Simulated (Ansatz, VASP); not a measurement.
# V (V wire along [111], 14 atoms a period): VASP beside Ansatz

Wanted: the spread between two codes on one cell, functional and k mesh. Of the first pair: The structure shown is the start of the Ansatz relaxation below; VASP solves that cell, so the two are compared at the walk's first step.

Main program and level: Ansatz 0.2.0; plane waves, with VASP 6.6.1 beside it; single point at PBE.

### 1. Starting point

The cell holds 14 atoms: 14 V. Its edges and angles: a = 13.143 Å, b = 15.345 Å, c = 2.589 Å, α = 90.0°, β = 90.0°, γ = 90.0°. Vacuum lies along a and b. The structure's axis is c.

Structure file:

```cif
data_structure
_symmetry_space_group_name_H-M 'P 1'
_symmetry_Int_Tables_number 1
_cell_length_a 13.1430
_cell_length_b 15.3450
_cell_length_c 2.5894
_cell_angle_alpha 90.000
_cell_angle_beta 90.000
_cell_angle_gamma 90.000
_cell_volume 522.23
loop_
_atom_site_label
_atom_site_type_symbol
_atom_site_fract_x
_atom_site_fract_y
_atom_site_fract_z
_atom_site_occupancy
V1 V 0.25870 0.69886 0.00000 1
V2 V 0.41957 0.46021 0.00000 1
V3 V 0.58043 0.69886 0.00000 1
V4 V 0.25870 0.38067 0.33333 1
V5 V 0.41957 0.61931 0.33333 1
V6 V 0.58043 0.38067 0.33333 1
V7 V 0.74130 0.61931 0.33333 1
V8 V 0.25870 0.53976 0.66667 1
V9 V 0.41957 0.30112 0.66667 1
V10 V 0.41957 0.77841 0.66667 1
V11 V 0.58043 0.53976 0.66667 1
V12 V 0.74130 0.30112 0.66667 1
V13 V 0.58043 0.22157 0.00000 1
V14 V 0.74130 0.46021 0.00000 1
```

### 2. Ansatz: relaxation, PBE

Ansatz runs on its PAW soft_1 files.

The two programs are compared at the cell with which this relaxation starts, whose forces are those of its first step.

The input, input.yaml:

```yaml
crystal:
  lattice:
    - [13.143, 0.0, 0.0]
    - [0.0, 15.345, 0.0]
    - [0.0, 0.0, 2.5894159573]
  atoms:
    - { symbol: V, position: [0.25869284, 0.698857891, 0.0] }
    - { symbol: V, position: [0.419557884, 0.460214217, 0.0] }
    - { symbol: V, position: [0.580422929, 0.698857891, 0.0] }
    - { symbol: V, position: [0.25869284, 0.380666326, 0.333333333] }
    - { symbol: V, position: [0.419557884, 0.61931, 0.333333333] }
    - { symbol: V, position: [0.580422929, 0.380666326, 0.333333333] }
    - { symbol: V, position: [0.741287973, 0.61931, 0.333333333] }
    - { symbol: V, position: [0.25869284, 0.539762108, 0.666666667] }
    - { symbol: V, position: [0.419557884, 0.301118435, 0.666666667] }
    - { symbol: V, position: [0.419557884, 0.778405782, 0.666666667] }
    - { symbol: V, position: [0.580422929, 0.539762108, 0.666666667] }
    - { symbol: V, position: [0.741287973, 0.301118435, 0.666666667] }
    - { symbol: V, position: [0.580422929, 0.221570544, 0.0] }
    - { symbol: V, position: [0.741287973, 0.460214217, 0.0] }
kpoints:
  mp_grid: { grid: [1, 1, 31] }
scf:
  occupations: { method: fermi_dirac, width: 0.05 }
hamiltonian:
  xc: pbe
  pseudopotentials: { kind: paw, azcp: { folder: soft_1 } }
relax:
  cell: { fix: [a, b, alpha, beta, gamma] }
  max_steps: 45
  f_tol: 0.03
```

Command:

```console
ansatz run input.yaml --threads 4 --pin off --max-ram 16384MiB --backend cpu --events-out ev --progress --plain --runs-dir out
```

Numbers of over 12 decimals in the logs are rounded to 6 here.

Log:

```text
Engine: ansatz 0.2.0, aarch64-unknown-linux-gnu
Pseudopotentials: kind: paw
Pseudopotential: V, paw, valence charge 13, recommended cutoff 420 eV (normal), soft_1/V.paw.azcp
Functional definition: PBE
  parameter kappa = 0.804
  parameter beta = 0.066725
  exchange = pbe_x(kappa = kappa, mu = beta*pi^2/3)
  correlation = pbe_c(beta = beta)
Crystal: 14 atoms, lattice volume = 522.232 Å³
Basis set: ecut = 420 eV, 10213 PW (Γ), exchange–correlation on 180×216×36 points (8 copies of the dense FFT grid, shifted against one another)
Bands: 110, of which v1, the nominal top of the filled ones, is band 91 counted from 1 (90 counted from 0)
Symmetry: 2 space group operations
Space group: P-1 (ITA 2), of the structure as read, at distance tolerance 8.1e-5 Å
k-points: 16 of 31
Non-local potential: V, projectors of the file, l = 0: 3, l = 1: 2, l = 2: 3, l = 3: 1
PAW form: soft (Blöchl's): semilocal exchange-correlation on the pseudo side does not see the compensation charge
PAW one-centre angular grid: V, 590 points (default); XC on 64 Gauss nodes
Initial density: superposition of atomic densities (neutral atoms: chi_scale 0, normalization atom)
Initial wavefunctions: pseudopotential atomic-orbital guess
Functional: x = pbe(κ = 0.804, μ = 0.219515), c = pbe(β = 0.066725)
SCF iter   1: F=—  HF=-40782.593897 eV  |F-HF|=—  |Δ(HF+E_count)|=         —  Δρ=7.99e-2  dr2=2.87e2  ethr=3.10e-3  ⟨swp⟩=10.7  Hψ=8332  notcnv=0
preconditioner: auto → LDOS  [metal: Δε(μ)=0.023 eV  Ē_g=3.298 eV  σ=0.050 eV  W_gap=0.11  n_scr=86 (ndim 8)  ℏωp=13.6 eV  f_vac=0.469  D(μ)=14.73/eV (n_scr^D=78)  β→1.0]
SCF iter   2: F=—  HF=-40811.535712 eV  |F-HF|=—  |Δ(HF+E_count)|=    2.89e1  Δρ=1.87e-1  dr2=1.49e3  ethr=3.10e-3  ⟨swp⟩=14.3  Hψ=12518  notcnv=0  defer=13  recentre
SCF iter   3: F=—  HF=-40764.234745 eV  |F-HF|=—  |Δ(HF+E_count)|=    4.73e1  Δρ=3.49e-2  dr2=6.64e1  ethr=3.10e-3  ⟨swp⟩=10.2  Hψ=9275  notcnv=0  defer=13
SCF iter   4: F=—  HF=-40760.655760 eV  |F-HF|=—  |Δ(HF+E_count)|=    3.58e0  Δρ=1.63e-2  dr2=3.39e0  ethr=3.10e-3  ⟨swp⟩=6.7  Hψ=4181  notcnv=0  defer=23
SCF iter   5: F=—  HF=-40760.305461 eV  |F-HF|=—  |Δ(HF+E_count)|=   3.50e-1  Δρ=5.68e-3  dr2=2.52e-1  ethr=1.86e-3  ⟨swp⟩=5.1  Hψ=3144  notcnv=0  defer=17
SCF iter   6: F=—  HF=-40760.290561 eV  |F-HF|=—  |Δ(HF+E_count)|=   1.49e-2  Δρ=1.62e-3  dr2=3.93e-2  ethr=1.39e-4  ⟨swp⟩=5.9  Hψ=3134  notcnv=0  defer=17
SCF iter   7: F=—  HF=-40760.287900 eV  |F-HF|=—  |Δ(HF+E_count)|=   2.66e-3  Δρ=1.38e-3  dr2=4.31e-2  ethr=2.16e-5  ⟨swp⟩=2.6  Hψ=2608  notcnv=0  defer=10
SCF iter   8: F=—  HF=-40760.287507 eV  |F-HF|=—  |Δ(HF+E_count)|=   3.93e-4  Δρ=3.68e-4  dr2=4.71e-3  ethr=2.16e-5  ⟨swp⟩=1.6  Hψ=1779  notcnv=0  defer=10
SCF iter   9: F=—  HF=-40760.287497 eV  |F-HF|=—  |Δ(HF+E_count)|=   1.00e-5  Δρ=1.29e-4  dr2=4.38e-4  ethr=2.59e-6  ⟨swp⟩=2.0  Hψ=2330  notcnv=0  defer=9
SCF iter  10: F=—  HF=-40760.287537 eV  |F-HF|=—  |Δ(HF+E_count)|=   4.08e-5  Δρ=1.15e-4  dr2=1.87e-4  ethr=2.40e-7  ⟨swp⟩=2.0  Hψ=2376  notcnv=0  defer=9
SCF iter  11: F=—  HF=-40760.287539 eV  |F-HF|=—  |Δ(HF+E_count)|=   1.78e-6  Δρ=5.88e-5  dr2=6.40e-5  ethr=1.03e-7  ⟨swp⟩=2.0  Hψ=1977  notcnv=0  defer=9
SCF iter  12: F=—  HF=-40760.288117 eV  |F-HF|=—  |Δ(HF+E_count)|=   5.78e-4  Δρ=2.48e-5  dr2=1.70e-5  ethr=3.52e-8  ⟨swp⟩=1.6  Hψ=1836  notcnv=0  defer=9
SCF iter  13: F=—  HF=-40760.288117 eV  |F-HF|=—  |Δ(HF+E_count)|=   3.70e-7  Δρ=1.25e-5  dr2=2.58e-6  ethr=9.33e-9  ⟨swp⟩=1.9  Hψ=2171  notcnv=0  defer=9
SCF iter  14: F=-40760.288117 eV  HF=-40760.288117 eV  |F-HF|=4.50e-9  |Δ(HF+E_count)|=   1.63e-8  Δρ=2.26e-6  dr2=3.99e-8  ethr=5.49e-11  ⟨swp⟩=4.8  Hψ=6736  notcnv=0
SCF 1 converged in 14 iterations: F = -40760.288117 eV  dr2 = 3.99e-8
  greatest PAW one-centre occupation: 1.000 electrons in one spin orbital (limit 2), on the V atom at site 10 (counted from 0), in its partial waves of l = 0
relax step   1: F+E_penalty+E_count = -40760.28811675 eV  Δ(F+E_penalty+E_count) = +0.000e0 eV  max|allowed force component| = 1.323e0 eV/Å  Δτ_max = 0.0000 Å  P = -4.854 GPa  Ω = 522.232 Å³  fix = [a, b, alpha, beta, gamma]  reactions: a -4.232, b -4.482 GPa; alpha +0.164, beta +0.290, gamma -0.249 GPa/rad  (14 SCF iters, dr2 threshold 1.00e-7 eV, accepted)
[...]
relax step   6: F+E_penalty+E_count = -40761.39413845 eV  Δ(F+E_penalty+E_count) = -1.181e-2 eV  max|allowed force component| = 4.472e-2 eV/Å  Δτ_max = 0.0734 Å  P = -0.161 GPa  Ω = 497.246 Å³  energy of the carried Pulay correction = +8.452e-3 eV  fix = [a, b, alpha, beta, gamma]  reactions: a -0.273, b -0.164 GPa; alpha -0.009, beta -0.003, gamma +0.039 GPa/rad  (9 SCF iters, dr2 threshold 3.04e-7 eV, accepted)
[...]
relax step   7: F+E_penalty+E_count = -40761.39572042 eV  Δ(F+E_penalty+E_count) = -1.582e-3 eV  max|allowed force component| = 2.099e-2 eV/Å  Δτ_max = 0.0202 Å  P = -0.061 GPa  Ω = 497.355 Å³  energy of the carried Pulay correction = +8.415e-3 eV  fix = [a, b, alpha, beta, gamma]  reactions: a -0.125, b -0.068 GPa; alpha +0.006, beta +0.011, gamma -0.006 GPa/rad  (8 SCF iters, dr2 threshold 1.25e-7 eV, accepted)
[...]
relax step   8: F+E_penalty+E_count = -40761.38654875 eV  Δ(F+E_penalty+E_count) = +9.172e-3 eV  max|allowed force component| = 2.102e-2 eV/Å  Δτ_max = 0.0000 Å  P = -0.049 GPa  Ω = 497.355 Å³  fix = [a, b, alpha, beta, gamma]  reactions: a -0.110, b -0.055 GPa; alpha +0.006, beta +0.012, gamma -0.005 GPa/rad  stress off target by 1.87e-2 GPa on what of the cell is left free  SCF on the basis re-selected at this cell (its energy is not comparable with the rows above)  (9 SCF iters)
basis re-selected at this cell: Δ(F+E_penalty+E_count) = +9.172e-3 eV, ΔP = +0.013 GPa vs the last step (what re-selecting the basis moved, of the pressure what is left beyond the Pulay correction that the steps carried, after the strain that the cell walked since its last selection, with what the two solves' SCF thresholds leave and, on support functions, any second-order correction that the steps lacked; it is no m [...]
SCF converged after 9 iterations
Free energy (F): -40761.386549 eV
Harris-Foulkes:  -40761.386549 eV  (|F-HF|=2.18e-11)
Internal energy: -40761.220594 eV  (E = F + TS)
E sigma→0 (E₀):  -40761.303571 eV
Entropy (-TS):   -0.165955 eV (-11.854 meV/atom)
Fermi energy:    4.036210 eV
--- Per-component energies (eV) ---
  E_band       = -4316.080487
  E_kinetic    = 4143.201899
  E_local      = -101321.117814  (includes V_loc(G=0)·N_el)
  E_nonlocal   = 1171.396215
  E_hartree    = 48353.424230
  E_xc         = -1601.281074
  E_vxc        = -2024.849956  (∫ρ·V_xc dr)
  E_paw        = -15769.075164  (= ΣΔE_a)
  E_vpaw       = -2991.574898  (= ΣTr[D̂ρ^β])
  E_aug_tail   = 0.014991  (compensation charges beyond the density's cutoff)
  E_ewald      = 24262.216124
  E_smearing   = -0.165955  (= −TS)
  E_closure    = -0.000000  (closes the sum)
  Σ components = -40761.386549   (vs F -40761.386549, Δ=0.00e0)
--- Forces (eV/Å), atoms counted from 1 ---
  atom   1  V     -0.00429057    -0.00440291    -0.00431078
  atom   2  V      0.02101575     0.00787286     0.00701797
  atom   3  V      0.00532772     0.00008492     0.00052318
  atom   4  V      0.00365688    -0.00063719     0.00938617
  atom   5  V      0.00598464    -0.00984064     0.00161767
  atom   6  V     -0.00598464     0.00984064    -0.00161767
  atom   7  V     -0.00365688     0.00063719    -0.00938617
  atom   8  V     -0.00095457     0.00587178    -0.00261602
  atom   9  V     -0.00532772    -0.00008492    -0.00052318
  atom  10  V      0.00393695     0.00164387     0.00398328
  atom  11  V     -0.02101575    -0.00787286    -0.00701797
  atom  12  V      0.00429057     0.00440291     0.00431078
  atom  13  V     -0.00393695    -0.00164387    -0.00398328
  atom  14  V      0.00095457    -0.00587178     0.00261602
  max |Σ_I F_I| component: 2.17e-18 eV/Å
--- Stress (GPa, compression-positive) ---
       -0.110180       0.005233      -0.012002
        0.005233      -0.054665      -0.006497
       -0.012002      -0.006497       0.018680
  P = ⅓ Tr σ = -0.0487 GPa (-0.487 kbar)
--- Relaxed structure (7 steps of the walk, 6 accepted, 1 SCFs on fresh bases) ---
  F+E_penalty+E_count = -40761.38654875 eV   max|allowed force component| = 2.102e-2 eV/Å   (the final SCF, on the basis selected at the relaxed cell)
  cell:  # Å, volume = 497.3551 Å³
    - [13.143, 0, 0]
    - [0, 15.345, 0]
    - [0, 0, 2.466069]
  atoms:
    - { symbol: V, position: [0.269898, 0.692760, 0.00138935] }
    - { symbol: V, position: [0.418451, 0.459964, 0.026153] }
    - { symbol: V, position: [0.584443, 0.698303, -0.028781] }
    - { symbol: V, position: [0.263202, 0.383953, 0.413526] }
    - { symbol: V, position: [0.421509, 0.617348, 0.333521] }
    - { symbol: V, position: [0.578491, 0.382628, 0.333146] }
    - { symbol: V, position: [0.736798, 0.616024, 0.253140] }
    - { symbol: V, position: [0.257248, 0.537910, 0.696377] }
    - { symbol: V, position: [0.415557, 0.301673, 0.695447] }
    - { symbol: V, position: [0.422114, 0.767351, 0.665896] }
    - { symbol: V, position: [0.581549, 0.540012, 0.640513] }
    - { symbol: V, position: [0.730102, 0.307216, 0.665277] }
    - { symbol: V, position: [0.577886, 0.232625, 0.000770716] }
    - { symbol: V, position: [0.742752, 0.462066, -0.029710] }
```

In the SCF lines HF is the Harris–Foulkes energy and dr2 the Hartree energy of the density residual, in eV; the loop may stop once dr2 is under the threshold and the program's other checks hold. Hψ counts applications of the Hamiltonian.

(Continued in part 2 of 2.)

[Lines on the potential files, build, host, timing and source positions are cut from VASP's logs without a mark.]

[Logs are printed without paths, hosts, clocks, repeated set-up lines and the standing remarks that a program may print on its own settings, such as how far it seeks lower states.]

[Hosts, paths, dates, database ids (printed as entryN), source tags and the programs' standing remarks are cut or masked in the printed files.]
